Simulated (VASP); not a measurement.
Input:

```yaml
crystal:
  lattice:
    - [0.00000, 2.99984, 2.99984]
    - [2.99984, 0.00000, 2.99984]
    - [2.99984, 2.99984, 0.00000]
  atoms:
    - { symbol: In, position: [0.00000, 0.00000, 0.00000] }
    - { symbol: P, position: [0.25000, 0.25000, 0.25000] }
```

Computed with PBE GGA, VASP's PBE PAW potentials (set 64) (plane waves; VASP). Numerical set-up: 480 eV cut-off, 7×7×7 Γ-centred mesh, Gaussian smearing of 0.050 eV, potentials In P.

Unless said otherwise, spin-orbit coupling is left out, though it shifts the bands of the heavy elements here.

Question: Predict the energy per atom (σ→0), band gap (on the k-mesh) with the smallest direct gap where there is one.

Answer: 
The band gap (on the k-mesh) comes out as 0.38 eV and the smallest direct gap (on the k-mesh) is 0.38 eV. The energy per atom (σ→0) is -4.170 eV/atom.

The absolute energy has meaning only against runs of the same code, potentials and settings.

The structure comes from a computed database's InP entry (F-43m); how it stands against other phases isn't given here. It was relaxed first. The start is the result of an earlier pass.
